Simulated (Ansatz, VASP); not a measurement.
# Cross-check of K4Mg2Al8Si17O50 between VASP and Ansatz, part 4 of 4

Wanted: the spread between two codes on one cell, functional and k mesh. Of the first pair: The structure shown is frame 67 of Ansatz's trajectory.

VASP 6.6.1 and Ansatz 0.2.0.

So far. Step 6 (VASP: single point, PBE, pair 2): The run ends at a pressure of -2.19 GPa, with forces up to 9.1 eV/Å.

**9. VASP: single point, PBE, pair 3**

Level of this step: PBE; plane waves and PAW (Si, Al, K_sv, Mg, O) (VASP).

The same cell, functional and mesh now go to VASP, with its own data sets.

INCAR reads:

```
SYSTEM = K4Mg2Al8Si17O50
PREC = Accurate
ENCUT = 520
EDIFF = 1E-06
NELM = 120
ISMEAR = 0
SIGMA = 0.01
LREAL = Auto
ALGO = Normal
GGA = PE
NBANDS = 272
LORBIT = 11
LWAVE = .FALSE.
LCHARG = .FALSE.
ISIF = 2
LASPH = .TRUE.
GGA_COMPAT = .FALSE.
EFERMI = MIDGAP
NCORE = 2
```

POSCAR reads:

```
K4Mg2Al8Si17O50
1.0
   10.4587000000      0.0000000000      0.0000000000
    0.0000000000     10.4587000000      0.0000000000
    0.0000000000      0.0000000000     10.4587000000
Si Al K Mg O
17 8 4 2 50
Direct
    0.5569717078      0.2104659279      0.8812089457
    0.1138191171      0.6716417910      0.3879545259
    0.5611022402      0.9210322507      0.9722049586
    0.4261715127      0.6536376414      0.5140409420
    0.8929503667      0.8566743477      0.5903314944
    0.8490156520      0.2152753210      0.8740856894
    0.4048877968      0.7688527255      0.7770181763
    0.7312667922      0.5321311444      0.1889240537
    0.6878579556      0.7563368296      0.3869218928
    0.0594624571      0.3282912790      0.0736420396
    0.3794831098      0.3669385296      0.3925153222
    0.2140514596      0.0141700211      0.7837589758
    0.0496906881      0.8413856407      0.1308384407
    0.2070525017      0.0598640366      0.0549972750
    0.7588610439      0.9663438095      0.1934561657
    0.4323959957      0.5210494612      0.1563483033
    0.6010115980      0.2727394418      0.6022545823
    0.8587682982      0.1599625192      0.5773853347
    0.8381347586      0.2659221509      0.2616768814
    0.3295247019      0.7951466243      0.1561570750
    0.2099974184      0.5397707172      0.9000736229
    0.0954325107      0.3494889422      0.4372245117
    0.1110941130      0.2848537581      0.7237228336
    0.3072179143      0.3417728781      0.9903142838
    0.9204394428      0.8903496610      0.8654899749
    0.4470058420      0.0566131546      0.3654469485
    0.6103339803      0.5332498303      0.8739613910
    0.0747702869      0.0416112901      0.3769015270
    0.8393490587      0.5215562164      0.5277902607
    0.1390612600      0.7064357903      0.6903630470
    0.9540956333      0.6304990104      0.9794429518
    0.7430464589      0.6521078145      0.2818992800
    0.8785221873      0.7998412805      0.7415261935
    0.2571925765      0.0919999618      0.9185845277
    0.5406408062      0.1907311616      0.7239140620
    0.3917121631      0.5112012009      0.4599328788
    0.3653226500      0.4980255672      0.0245059137
    0.6796829434      0.8965645826      0.3126679224
    0.1172803503      0.4660139405      0.0455027872
    0.3049040512      0.6483597388      0.8117548070
    0.1924522168      0.1379234513      0.6907837494
    0.2423723790      0.3171235431      0.3384837504
    0.9889470011      0.3294577720      0.2139367225
    0.2935737711      0.9827225181      0.1511277692
    0.0696549284      0.6031055485      0.8295390440
    0.7619589433      0.4034535841      0.2560834521
    0.4714257030      0.7129662386      0.6533221146
    0.1900140553      0.2251235813      0.0723990553
    0.0620918470      0.0251082831      0.0769502902
    0.0489831432      0.5317773719      0.3775421419
    0.9170260166      0.2415596585      0.7228049375
    0.4440896096      0.3886429480      0.2468662453
    0.5680151453      0.0821038944      0.9611423982
    0.8139061260      0.5526021398      0.0513448134
    0.2123112815      0.3775995105      0.8528784648
    0.9431478100      0.2427835199      0.4338588926
    0.0496906881      0.7646074560      0.5322458814
    0.1070400719      0.7697993058      0.2720797040
    0.8823945615      0.0555422758      0.8784743802
    0.4542820809      0.2581869640      0.4766462371
    0.7063019305      0.9033723120      0.0641379904
    0.5422184402      0.7082333368      0.4123265798
    0.9399638578      0.8149196363      0.0192853796
    0.1852715921      0.7628577165      0.0645013243
    0.7005555184      0.2830179659      0.9025595915
    0.5820704294      0.5211546368      0.1099467429
    0.4441087324      0.8620574259      0.0423570807
    0.2602617916      0.7112260606      0.4684425407
    0.5383460660      0.8313365906      0.8315851875
    0.9199422490      0.9161272433      0.2170250605
    0.7642345607      0.1173090346      0.2228957710
    0.8849761443      0.0114832627      0.5711512903
    0.4476751413      0.2845095471      0.9574421295
    0.6151051278      0.4063506937      0.6338072609
    0.7639190339      0.7759759817      0.5273791198
    0.3394494536      0.9122166235      0.7568435848
    0.0716150191      0.9096732864      0.7772858960
    0.7095336897      0.1760926310      0.5412814212
    0.3514872785      0.6466482450      0.2291106925
    0.9359193781      0.2938223680      0.9704839034
    0.1146318376      0.3769110884      0.5981622955
```

KPOINTS reads:

```
Automatic mesh
0
Gamma
1 1 1
0 0 0
```

The projector-augmented-wave data sets are Si, Al, K_sv, Mg and O (PBE family, release 64).

Started as:

```sh
$ mpirun -np 8 vasp_gam
```

Numbers of over 12 decimals in the logs are rounded to 6 here.

Log:

```text
[... set-up lines as in an earlier step ...]
 entering main loop
       N       E                     dE             d eps       ncg     rms          rms(c)
DAV:   1     0.410859365773E+04    0.41086E+04   -0.25016E+05   552   0.156E+03
DAV:   2    -0.267872314368E+03   -0.43765E+04   -0.42104E+04   688   0.386E+02
DAV:   3    -0.653908173543E+03   -0.38604E+03   -0.38264E+03   656   0.124E+02
DAV:   4    -0.665974960271E+03   -0.12067E+02   -0.12011E+02   664   0.225E+01
[...]
DAV:  17    -0.576212970582E+03    0.84231E-05   -0.12776E-04   696   0.331E-02    0.201E-02
DAV:  18    -0.576212968370E+03    0.22121E-05   -0.58198E-05   648   0.199E-02    0.893E-03
DAV:  19    -0.576212969065E+03   -0.69472E-06   -0.95552E-06   624   0.859E-03
   1 F= -.57621297E+03 E0= -.57621297E+03  d E =0.000000E+00
```

From OUTCAR (step 9):

```text
  Total      -26.7736800    -12.7809619     -6.8394488     -5.0266747      0.7123233    -15.0864483
  in kB      -37.4960513    -17.8995044     -9.5785235     -7.0397664      0.9975958    -21.1282961
  external PRESSURE =     -21.6580264 kB  Pullay stress =       0.0000000 kB

 POSITION                                       TOTAL-FORCE (eV/Angst)
 -----------------------------------------------------------------------------------
      5.82520      2.20120      9.21630         0.566203      0.667685     -1.128628
      1.19040      7.02450      4.05750         1.146296      0.946004      3.196432
      5.86840      9.63280     10.16800         1.991122      0.550162     -0.241751
      4.45720      6.83620      5.37620        -1.801559      0.231495     -3.459313
      9.33910      8.95970      6.17410         0.258614     -2.396954      1.237580
      8.87960      2.25150      9.14180        -0.112885     -2.720146     -0.809242
      4.23460      8.04120      8.12660        -0.741628      1.828258      1.894844
      7.64810      5.56540      1.97590        -0.558195      0.473475     -6.504645
      7.19410      7.91030      4.04670        -0.118386      1.360065     -0.831258
      0.62190      3.43350      0.77020        -2.321027     -0.527661      1.263277
      3.96890      3.83770      4.10520         1.308047      0.338354     -0.485820
      2.23870      0.14820      8.19710        -1.444081     -1.818346     -0.044965
      0.51970      8.79980      1.36840        -0.748327      2.452920     -0.423806
      2.16550      0.62610      0.57520        -1.069814      1.024599      2.520489
[...]
-----------------------------------------------------------------------------------
    total drift:                               -0.005065     -0.032144      0.016864

  FREE ENERGIE OF THE ION-ELECTRON SYSTEM (eV)
  ---------------------------------------------------
  free  energy   TOTEN  =      -576.2129690648 eV

  energy  without entropy=     -576.2129690648  energy(sigma->0) =     -576.21296906

[... 2 parts as in an earlier step ...]

[... 1 further part left out ...]
[key lines of the parts left out:]
E-fermi :   3.2197
```

The run ends at a pressure of -2.17 GPa, with forces up to 8.3 eV/Å.

**10. Differences**

What differs besides the data sets and the points named for the pairs above, as far as they apply: the data sets hold 448 valence electrons in Ansatz (on its default PAW (the set named soft_2) files) and 432 in VASP. Total energies have different zeros and are not compared.

Forces on 10 of the 81 atoms, those with the largest forces and the largest differences (eV/Å; atoms numbered as in POSCAR):

```tsv
atom	Ansatz x, y, z	VASP x, y, z
Si8	-0.541, 0.460, -6.495	-0.558, 0.473, -6.505
Si14	-1.132, 0.950, 2.508	-1.070, 1.025, 2.520
Si17	-3.237, -7.196, -2.561	-3.281, -7.194, -2.601
Al18	2.911, 5.163, -0.279	2.981, 5.223, -0.285
O34	0.885, -2.156, -4.320	0.904, -2.153, -4.351
O49	-0.031, -2.707, 0.379	-0.141, -2.728, 0.392
O67	-0.469, -1.998, 1.910	-0.551, -2.052, 1.979
O72	1.924, -7.048, -0.431	1.943, -7.096, -0.429
O74	1.742, 7.683, 1.177	1.742, 7.712, 1.183
O77	4.478, 1.872, 0.302	4.487, 1.863, 0.297
```

The forces differ by 29 meV/Å r.m.s., which is 1.6 % of the r.m.s. force of 1.855 eV/Å (both taken over all components).

**11. Results**

| Property | Result |
| --- | --- |
| r.m.s. force difference (single point, PBE, pair 1) | 1.5 % of the r.m.s. force |
| r.m.s. force difference (single point, PBE, pair 2) | 1.5 % of the r.m.s. force |
| r.m.s. force difference (single point, PBE, pair 3) | 1.6 % of the r.m.s. force |

In words: The r.m.s. force difference is 1.6 % of the r.m.s. force (single point, PBE, pair 3), within the 3 % picked in this series as the mark of a large difference. The data sets hold unlike numbers of valence electrons (448 in Ansatz and 432 in VASP), so part of the differences comes from the potentials. Such differences can come from data sets, numerical settings and the points named under the comparisons, not from the functional's error against experiment.

[Lines on the potential files, build, host, timing and source positions are cut from VASP's logs without a mark.]

[Logs are printed without paths, hosts, clocks, repeated set-up lines and the standing remarks that a program may print on its own settings, such as how far it seeks lower states.]

[Hosts, paths, dates, database ids (printed as entryN), source tags and the programs' standing remarks are cut or masked in the printed files.]
